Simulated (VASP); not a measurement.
The cell holds one MgTe (wurtzite) (1 0 -1 0) slab, with vacuum along c, ions free to move until forces fall under 0.03 eV/Å, no reconstruction beyond this cell, dipole correction on. Ionisation potential and electron affinity count from the cell's own band edges, surface states included.

Here is the system:

```xyz
12
Lattice="7.4149 0.0000 0.0000 0.0000 4.5628 0.0000 0.0000 0.0000 26.8967" Properties=species:S:1:pos:R:3 pbc="T T T"
Mg     0.3985     0.0000    17.3334
Mg     3.5504     2.2814    16.8714
Mg     7.2806     2.2814    14.0171
Mg     3.5731     0.0000    12.8796
Mg     7.2578     0.0000    10.0253
Mg     4.1060     2.2814     9.5633
Te     2.8895     0.0000    18.2880
Te     6.4098     2.2814    16.6841
Te     2.6649     2.2814    14.1819
Te     6.3724     0.0000    12.7148
Te     2.7023     0.0000    10.2125
Te     6.5969     2.2814     8.6087
```

The numbers are results of PBEsol GGA, VASP's PBE PAW potentials (set 64) (plane waves; VASP), not measurements. Settings: 400 eV cut-off, 3×5×1 Γ-centred mesh, Gaussian smearing of 0.050 eV, potentials Mg Te.

Slab and bulk use different k-meshes, so the surface energy is good to a few per cent at best. Unless said otherwise, spin-orbit coupling is left out, though it shifts the bands of the heavy elements here.

### Question
Predict its surface energy, ionisation potential, electron affinity, band gap (on the k-mesh).

### Answer

* **surface energy**: 0.33 J/m²
* **ionisation potential**: 5.85 eV
* **electron affinity**: 3.41 eV
* **band gap (on the k-mesh)**: 2.44 eV

The cell is a thin slab with vacuum, built from MgTe (wurtzite): (100) face.
